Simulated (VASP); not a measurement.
Molecule: S2SiH2, in a box.

```
CELL_PARAMETERS angstrom
13.00000 0.00000 0.00000
0.00000 12.00000 0.00000
0.00000 0.00000 11.00000
ATOMIC_POSITIONS crystal
S 0.45482 0.41330 0.45802
S 0.61383 0.59173 0.57397
Si 0.45370 0.57936 0.52884
H 0.35374 0.41177 0.43221
H 0.64826 0.49080 0.53930
```

Base run:

* Program: VASP 6.6.1
* Functional: PBE
* Dispersion: TS
* Potentials or basis: VASP PAW PBE potentials, release 64 (S, Si, H)
* Cutoff: 520 eV
* k mesh: 1 × 1 × 1
* Occupations: gaussian, width 0.01 eV
* Spin: no spin polarisation

Its results: gap between the frontier levels 3.14 eV; largest force 0.316 eV/Å.

Problem. After a change of settings the same cell gave: gap between the frontier levels 4.57 eV; largest force 0.259 eV/Å. Which change was it?
A. dispersion from TS to none
B. dispersion from TS to none; further incar settings from ALGO = Normal; EDIFF = 1e-06 to ALGO = Normal; EDIFF = 1e-07; NBANDS = 17
C. functional from PBE to B3LYP; dispersion from TS to D4

Solution. C.

Caveats: the PAW data sets were made with another functional, which shifts forces and pressure a little (some runs).
